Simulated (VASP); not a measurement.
# Sn2Pb with vdW-DF-cx: from relaxation to properties, part 2 of 7

What structure does Sn2Pb take at this level, and what are its properties? The cell is invented: it takes the structure of COD entry 8102994, BaSn2 (space group 164 there), with some of its atoms replaced by other elements, volume scaled by an estimate. It may not be a known or stable phase.

VASP 6.6.1, plane waves and PAW; the level of theory is named at each step.

Still holding for the runs below: The k-mesh is coarse for a metal.

So far. Step 2 (Rough relaxation of the start cell): It ends with a largest force of 0.027 eV/Å and a pressure of 0.03 GPa.

**3. Full relaxation (vdW-DF-cx)**

Level of this step: vdW-DF-cx; plane waves and PAW (Pb_d, Sn_d); invented cell (VASP).

Properties are meant for the cell that this level of theory prefers, so cell and atoms are relaxed first (ISIF = 3) until forces and stress are small; EDIFFG sets the threshold.

Contents of INCAR:

```
SYSTEM = Sn2Pb
PREC = Accurate
ENCUT = 400
EDIFF = 1E-06
NELM = 100
ISMEAR = 1
SIGMA = 0.2
LREAL = .FALSE.
ALGO = Normal
GGA = CX
AGGAC = 0
LUSE_VDW = .TRUE.
LASPH = .TRUE.
NBANDS = 27
LORBIT = 11
LWAVE = .FALSE.
LCHARG = .FALSE.
IBRION = 2
NSW = 60
ISIF = 3
EDIFFG = -0.01
```

Contents of POSCAR:

```
Sn2Pb
1.0
    4.5289724296      0.0000000523      0.0000000000
   -2.2644856249      3.9222046444      0.0000000000
    0.0000000000      0.0000000000      4.9559825960
Pb Sn
1 2
Direct
    0.0000000000      0.0000000000      0.5000000000
    0.6666666700      0.3333333300      0.8582623055
    0.3333333300      0.6666666700      0.1417376945
```

Contents of KPOINTS:

```
Automatic mesh
0
Gamma
6 6 5
0 0 0
```

PAW data sets: Pb_d and Sn_d (PBE family, release 64).

Command:

```console
mpirun -np 1 vasp_std
```

The log of the run:

```text
[banner, memory and clock lines left out]
running    1 mpi-ranks, on    1 nodes
 distrk:  each k-point on    1 cores,    1 groups
 distr:  one band on    1 cores,    1 groups

 POSCAR found type information on POSCAR PbSn
 POSCAR found :  2 types and       3 ions
 [... a notice as in an earlier step ...]

 [... a notice as in an earlier step ...]

 LDA part: xc-table for (Slater+PW92), standard interpolation
 POSCAR, INCAR and KPOINTS ok, starting setup
 FFT: planning ... GRIDC
 FFT: planning ... GRID_SOFT
 FFT: planning ... GRID
 WAVECAR not read
 entering main loop
       N       E                     dE             d eps       ncg     rms          rms(c)
DAV:   1     0.394946718622E+03    0.39495E+03   -0.19042E+04  1461   0.198E+03
DAV:   2     0.405087456807E+02   -0.35444E+03   -0.35010E+03  1458   0.471E+02
DAV:   3    -0.343941158474E+00   -0.40853E+02   -0.40425E+02  1702   0.176E+02
DAV:   4    -0.186560320959E+01   -0.15217E+01   -0.15187E+01  1699   0.389E+01
DAV:   5    -0.192029851417E+01   -0.54695E-01   -0.54684E-01  2119   0.716E+00    0.253E+00
DAV:   6    -0.186079782422E+01    0.59501E-01   -0.13103E-01  1747   0.372E+00    0.138E+00
DAV:   7    -0.185308725635E+01    0.77106E-02   -0.69472E-02  1774   0.239E+00    0.323E-01
DAV:   8    -0.185320042278E+01   -0.11317E-03   -0.10144E-02  1879   0.892E-01    0.838E-02
DAV:   9    -0.185330077777E+01   -0.10035E-03   -0.87368E-04  1909   0.252E-01    0.334E-02
DAV:  10    -0.185330230719E+01   -0.15294E-05   -0.11973E-04  1728   0.986E-02    0.820E-03
DAV:  11    -0.185330272952E+01   -0.42233E-06   -0.12819E-05  1655   0.324E-02    0.402E-03
DAV:  12    -0.185330156617E+01    0.11633E-05   -0.21104E-06  1290   0.138E-02    0.969E-04
DAV:  13    -0.185330149650E+01    0.69675E-07   -0.24885E-07   834   0.549E-03
   1 F= -.18533015E+01 E0= -.18537929E+01  d E =-.185330E+01
 curvature:   0.00 expect dE= 0.000E+00 dE for cont linesearch  0.000E+00
 trial: gam= 0.00000 g(F)=  0.712E-03 g(S)=  0.438E-02 ort = 0.000E+00 (trialstep = 0.100E+01)
 search vector abs. value=  0.509E-02
 bond charge predicted
       N       E                     dE             d eps       ncg     rms          rms(c)
DAV:   1    -0.191066221418E+01   -0.57361E-01   -0.17563E+00  1877   0.173E+01    0.128E+00
DAV:   2    -0.186795591572E+01    0.42706E-01   -0.11951E-01  1832   0.492E+00    0.573E-01
DAV:   3    -0.185743941200E+01    0.10517E-01   -0.34575E-02  1894   0.255E+00    0.133E-01
DAV:   4    -0.185697362411E+01    0.46579E-03   -0.30780E-03  1700   0.567E-01    0.369E-02
DAV:   5    -0.185697273036E+01    0.89374E-06   -0.24116E-04  1966   0.149E-01    0.227E-02
DAV:   6    -0.185697290109E+01   -0.17072E-06   -0.19175E-05  1843   0.417E-02    0.327E-03
DAV:   7    -0.185697212595E+01    0.77514E-06   -0.84902E-07   909   0.122E-02
   2 F= -.18569721E+01 E0= -.18572312E+01  d E =-.367063E-02
[...]
3 F= -.18579307E+01 E0= -.18580924E+01  d E =-.462918E-02
[...]
4 F= -.18603042E+01 E0= -.18603314E+01  d E =-.237351E-02
[...]
5 F= -.18636555E+01 E0= -.18633233E+01  d E =-.572480E-02
[...]
6 F= -.18636703E+01 E0= -.18632888E+01  d E =-.573963E-02
 curvature:  -2.35 expect dE=-0.454E-03 dE for cont linesearch -0.572E-07
 trial: gam=-0.10379 g(F)=  0.857E-06 g(S)=  0.192E-03 ort =-0.172E-04 (trialstep = 0.813E+00)
 search vector abs. value=  0.328E-03
 bond charge predicted
       N       E                     dE             d eps       ncg     rms          rms(c)
DAV:   1    -0.186657200238E+01   -0.29020E-02   -0.85496E-02  1894   0.389E+00    0.293E-01
DAV:   2    -0.186427743382E+01    0.22946E-02   -0.60759E-03  1830   0.111E+00    0.126E-01
DAV:   3    -0.186377413673E+01    0.50330E-03   -0.17580E-03  1905   0.567E-01    0.282E-02
DAV:   4    -0.186375896059E+01    0.15176E-04   -0.13337E-04  1630   0.116E-01    0.756E-03
DAV:   5    -0.186375947350E+01   -0.51291E-06   -0.11346E-05  1955   0.331E-02    0.496E-03
DAV:   6    -0.186375931990E+01    0.15361E-06   -0.52744E-07   786   0.784E-03
   7 F= -.18637593E+01 E0= -.18633842E+01  d E =-.890194E-04
 trial-energy change:   -0.000089  1 .order   -0.000085   -0.000159   -0.000012
 step:   0.8794(harm=  0.8794)  dis= 0.00092  next Energy=    -1.863756 (dE=-0.858E-04)
 reached required accuracy - stopping structural energy minimisation
```

Wall time 3.1 min (1 MPI rank of Intel Xeon 6975P-C (Granite Rapids), shared host); peak memory 0.39 GiB.

Parts of OUTCAR (step 3):

```text
  LATTYP: Found a hexagonal cell.
 ALAT       =     4.5289724296
 C/A-ratio  =     1.0942841170

The static configuration has the point symmetry D_3d.

 Found     27 irreducible k-points:

   k-points           NKPTS =     27   k-points in BZ     NKDIM =     27   number of bands    NBANDS=     27

   dimension x,y,z NGX =    30 NGY =   30 NGZ =   32
   dimension x,y,z NGXF=    60 NGYF=   60 NGZF=   64

   ENCUT  =  400.0 eV  29.40 Ry    5.42 a.u.   7.39  7.39  8.08*2*pi/ulx,y,z

   NELECT =      42.0000    total number of electrons

 E-fermi :   6.8617

 k-point     1 :       0.0000    0.0000    0.0000
  band No.  band energies     occupation
    ...
     16      -4.2725      2.00000
     17       0.3655      2.00000
     18       1.9159      2.00000
     19       6.7865      1.58924
     20       6.7865      1.58922
     21       7.2358     -0.02375
     22       7.2358     -0.02375
     23       7.8322     -0.00000
     24       8.3831     -0.00000
     25      11.9495      0.00000
    ...

 k-point     2 :       0.1667    0.0000    0.0000
  band No.  band energies     occupation
    ...
     17       0.3434      2.00000
     18       1.9344      2.00000
     19       4.7513      2.00000
     20       5.6122      2.00000
     21       6.3751      2.00311
     22       8.6481     -0.00000
     23       9.4001     -0.00000
     24      10.3432     -0.00000
     25      10.8507     -0.00000
     26      11.6341      0.00000
    ...

Total vdW correction in eV:      7.2875654

  Total       -0.0026355     -0.0026355     -0.0059948     -0.0000000     -0.0000000     -0.0000000
  in kB       -0.0472828     -0.0472828     -0.1075510     -0.0000000     -0.0000000     -0.0000000
  external PRESSURE =      -0.0673722 kB  Pullay stress =       0.0000000 kB

  energy-cutoff  :      400.00
  volume of cell :       89.30
      direct lattice vectors                 reciprocal lattice vectors
     4.485073311  0.000000045 -0.000000000     0.222961795  0.128727036 -0.000000000
    -2.242536077  3.884186911  0.000000000    -0.000000003  0.257454138 -0.000000000
    -0.000000000  0.000000000  5.126258371     0.000000000 -0.000000000  0.195074054

 POSITION                                       TOTAL-FORCE (eV/Angst)
 -----------------------------------------------------------------------------------
     -0.00000      0.00000      2.56313        -0.000000     -0.000000     -0.000000
      2.24254      1.29473      4.42549         0.000000     -0.000000     -0.000076
      0.00000      2.58946      0.70076        -0.000000      0.000000      0.000076
 -----------------------------------------------------------------------------------
    total drift:                                0.000000      0.000000      0.000000

  FREE ENERGIE OF THE ION-ELECTRON SYSTEM (eV)
  ---------------------------------------------------
  free  energy   TOTEN  =        -1.8637593199 eV

  energy  without entropy=       -1.8626338228  energy(sigma->0) =       -1.86338415

Total vdW correction in eV:      7.2875729

 total charge
# of ion       s       p       d       tot
------------------------------------------
    1        1.373   0.760   9.813  11.945
    2        1.217   1.076   9.968  12.261
    3        1.217   1.076   9.968  12.261
--------------------------------------------------
tot          3.807   2.911  29.748  36.466

[... 2 parts as in an earlier step ...]

[... 7 further parts left out ...]
```

CONTCAR:

```
Sn2Pb
   1.00000000000000
     4.4850733106542533    0.0000000446484279   -0.0000000000000001
    -2.2425360773324310    3.8841869107928213    0.0000000000000001
    -0.0000000000000000    0.0000000000000001    5.1262583705578368
  Pb              Sn
     1     2
Direct
     0.0000000000000000    0.0000000000000000    0.5000000000000000
     0.6666666699999979    0.3333333300000021    0.8632990366711099
     0.3333333300000021    0.6666666699999979    0.1367009633288901
```

Relaxation path:

| step | energy less that of the first step (eV) | largest force (eV/Å) | pressure (GPa) | volume (Å³) |
| --- | --- | --- | --- | --- |
| 1 | 0.0000 | 0.0859 | 0.38 | 88.04 |
| 2 | -0.0037 | 0.0812 | -0.08 | 88.93 |
| 3 | -0.0046 | 0.0793 | -0.49 | 89.77 |
| 4 | -0.0070 | 0.0635 | -0.40 | 89.71 |
| 5 | -0.0104 | 0.0019 | -0.16 | 89.53 |
| 6 | -0.0104 | 0.0030 | -0.11 | 89.52 |
| 7 | -0.0105 | 0.0001 | -0.01 | 89.30 |

| conventional cell, symmetrised | before | after | change |
| --- | --- | --- | --- |
| a (Å) | 4.529 | 4.485 | -1.0 % |
| b (Å) | 4.529 | 4.485 | -1.0 % |
| c (Å) | 4.956 | 5.126 | +3.4 % |
| volume (Å³/atom) | 29.35 | 29.77 | +1.4 % |

The atoms that moved most (Å, as changes of fractional coordinates times the final cell):

| atom | dx | dy | dz | length |
| --- | --- | --- | --- | --- |
| Sn3 | 0.000 | 0.000 | -0.026 | 0.026 |
| Sn2 | 0.000 | 0.000 | 0.026 | 0.026 |

Final coordinates:

```xyz
3
Lattice="4.4851 0.0000 0.0000 -2.2425 3.8842 0.0000 0.0000 0.0000 5.1263" Properties=species:S:1:pos:R:3 pbc="T T T"
Pb    0.0000    0.0000    2.5631
Sn    2.2425    1.2947    4.4255
Sn    0.0000    2.5895    0.7008
```

Numbers from this step:

```
irreducible k-points            : 27
free energy (TOTEN)             : -1.864 eV
energy at zero smearing         : -1.863 eV
Fermi energy                    : 6.862 eV
pressure                        : -0.006737 GPa
SCF cycles over all ionic steps : 51
```

It ends with forces under 0.001 eV/Å and a pressure of -0.01 GPa.

**4. Second relaxation**

A relaxation keeps the plane waves of the cell it began with, so it is repeated from the new cell, on a basis made for it.

INCAR is that of step 3.

Contents of POSCAR:

```
Sn2Pb
1.0
    4.4850733107      0.0000000446      0.0000000000
   -2.2425360773      3.8841869108      0.0000000000
    0.0000000000      0.0000000000      5.1262583706
Pb Sn
1 2
Direct
    0.0000000000      0.0000000000      0.5000000000
    0.6666666700      0.3333333300      0.8632990367
    0.3333333300      0.6666666700      0.1367009633
```

KPOINTS is that of step 3.

Command:

```console
mpirun -np 1 vasp_std
```

The log of the run:

```text
[... set-up lines as in an earlier step ...]
 entering main loop
       N       E                     dE             d eps       ncg     rms          rms(c)
DAV:   1     0.394879501116E+03    0.39488E+03   -0.18904E+04  1469   0.194E+03
DAV:   2     0.406568558010E+02   -0.35422E+03   -0.34990E+03  1458   0.475E+02
DAV:   3    -0.406351709965E+00   -0.41063E+02   -0.40760E+02  1747   0.175E+02
DAV:   4    -0.189469877042E+01   -0.14883E+01   -0.14861E+01  1685   0.386E+01
DAV:   5    -0.194619472516E+01   -0.51496E-01   -0.51490E-01  2146   0.704E+00    0.259E+00
DAV:   6    -0.187223525011E+01    0.73959E-01   -0.17420E-01  1725   0.383E+00    0.140E+00
DAV:   7    -0.186472231529E+01    0.75129E-02   -0.80483E-02  1745   0.233E+00    0.362E-01
DAV:   8    -0.186495932675E+01   -0.23701E-03   -0.13069E-02  1851   0.927E-01    0.107E-01
DAV:   9    -0.186502104566E+01   -0.61719E-04   -0.18305E-03  1827   0.334E-01    0.451E-02
DAV:  10    -0.186501005727E+01    0.10988E-04   -0.29166E-04  1657   0.142E-01    0.111E-02
DAV:  11    -0.186501297153E+01   -0.29143E-05   -0.48816E-05  1788   0.458E-02    0.556E-03
DAV:  12    -0.186501118178E+01    0.17898E-05   -0.36836E-06  1346   0.171E-02    0.151E-03
DAV:  13    -0.186501113766E+01    0.44118E-07   -0.47898E-07   849   0.553E-03
   1 F= -.18650111E+01 E0= -.18646358E+01  d E =-.186501E+01
 curvature:   0.00 expect dE= 0.000E+00 dE for cont linesearch  0.000E+00
 trial: gam= 0.00000 g(F)=  0.341E-06 g(S)=  0.289E-04 ort = 0.000E+00 (trialstep = 0.100E+01)
 search vector abs. value=  0.292E-04
 bond charge predicted
       N       E                     dE             d eps       ncg     rms          rms(c)
DAV:   1    -0.186528085168E+01   -0.26967E-03   -0.78179E-03  1864   0.107E+00    0.867E-02
DAV:   2    -0.186509336006E+01    0.18749E-03   -0.49464E-04  1832   0.334E-01    0.425E-02
DAV:   3    -0.186503624802E+01    0.57112E-04   -0.15627E-04  1966   0.184E-01    0.983E-03
DAV:   4    -0.186503237415E+01    0.38739E-05   -0.19303E-05  1672   0.452E-02    0.237E-03
DAV:   5    -0.186503220498E+01    0.16917E-06   -0.10873E-06   815   0.121E-02
   2 F= -.18650322E+01 E0= -.18646362E+01  d E =-.210673E-04
 trial-energy change:   -0.000021  1 .order   -0.000023   -0.000029   -0.000016
 step:   2.2061(harm=  2.2061)  dis= 0.00020  next Energy=    -1.865043 (dE=-0.322E-04)
 reached required accuracy - stopping structural energy minimisation
```

Elapsed: 63 s, on 1 MPI rank; peak memory 0.4 GiB.

Parts of OUTCAR (step 4):

```text
  LATTYP: Found a hexagonal cell.
 ALAT       =     4.4850733107
 C/A-ratio  =     1.1429597724

The static configuration has the point symmetry D_3d.

 Found     27 irreducible k-points:

   dimension x,y,z NGX =    30 NGY =   30 NGZ =   36
   dimension x,y,z NGXF=    60 NGYF=   60 NGZF=   72

   ENCUT  =  400.0 eV  29.40 Ry    5.42 a.u.   7.31  7.31  8.36*2*pi/ulx,y,z

   NELECT =      42.0000    total number of electrons

 E-fermi :   6.8537

 k-point     1 :       0.0000    0.0000    0.0000
  band No.  band energies     occupation
    ...
     16      -4.2755      2.00000
     17       0.3556      2.00000
     18       1.9062      2.00000
     19       6.7828      1.56084
     20       6.7828      1.56083
     21       7.2325     -0.02220
     22       7.2325     -0.02220
     23       7.8279     -0.00000
     24       8.3770     -0.00000
     25      11.9412      0.00000
    ...

 k-point     2 :       0.1667    0.0000    0.0000
  band No.  band energies     occupation
    ...
     17       0.3342      2.00000
     18       1.9254      2.00000
     19       4.7466      2.00000
     20       5.6093      2.00000
     21       6.3692      2.00325
     22       8.6431     -0.00000
     23       9.3951     -0.00000
     24      10.3332     -0.00000
     25      10.8457     -0.00000
     26      11.6244      0.00000
    ...

Total vdW correction in eV:      7.2889328

  Total       -0.0193388     -0.0193388      0.0218703     -0.0000000      0.0000000      0.0000000
  in kB       -0.3467360     -0.3467359      0.3921248     -0.0000001      0.0000000      0.0000000
  external PRESSURE =      -0.1004490 kB  Pullay stress =       0.0000000 kB

  energy-cutoff  :      400.00
  volume of cell :       89.36
      direct lattice vectors                 reciprocal lattice vectors
     4.484946167  0.000000045  0.000000000     0.222968115  0.128730685 -0.000000000
    -2.242472506  3.884076801 -0.000000000    -0.000000003  0.257461437 -0.000000000
     0.000000000  0.000000000  5.129745610    -0.000000000  0.000000000  0.194941441

 POSITION                                       TOTAL-FORCE (eV/Angst)
 -----------------------------------------------------------------------------------
      4.48495      0.00000      2.56487         0.000000     -0.000000      0.000000
      2.24247      1.29469      4.42841        -0.000000     -0.000000      0.000000
      0.00000      2.58938      0.70133        -0.000000      0.000000     -0.000000
 -----------------------------------------------------------------------------------
    total drift:                               -0.000000     -0.000000      0.000000

  FREE ENERGIE OF THE ION-ELECTRON SYSTEM (eV)
  ---------------------------------------------------
  free  energy   TOTEN  =        -1.8650322050 eV

  energy  without entropy=       -1.8638442664  energy(sigma->0) =       -1.86463623

Total vdW correction in eV:      7.2889244

 total charge
# of ion       s       p       d       tot
------------------------------------------
    1        1.373   0.760   9.813  11.945
    2        1.217   1.075   9.968  12.260
    3        1.217   1.075   9.968  12.260
--------------------------------------------------
tot          3.807   2.910  29.748  36.465

[... 3 parts as in an earlier step ...]

[... 7 further parts left out ...]
```

Little changed from the start: no atom moved by 0.005 Å and no cell edge by 0.1 %.

This step gave:

| Item | Value |
| --- | --- |
| free energy (TOTEN) | -1.865 eV |
| energy at zero smearing | -1.865 eV |
| Fermi energy | 6.854 eV |
| pressure | -0.01004 GPa |
| SCF cycles over all ionic steps | 18 |

It ends with forces under 0.001 eV/Å and a pressure of -0.01 GPa. The volume moved by only 0.06 %, so the volume is settled.

(Continued in part 3 of 7.)

[Lines on the potential files, build, host, timing and source positions are cut from VASP's logs without a mark.]

[Logs are printed without paths, hosts, clocks, repeated set-up lines and the standing remarks that a program may print on its own settings, such as how far it seeks lower states.]

[Hosts, paths, dates, database ids (printed as entryN), source tags and the programs' standing remarks are cut or masked in the printed files.]

[A measured line is paired with the nearest computed mode of its activity, which favours agreement.]
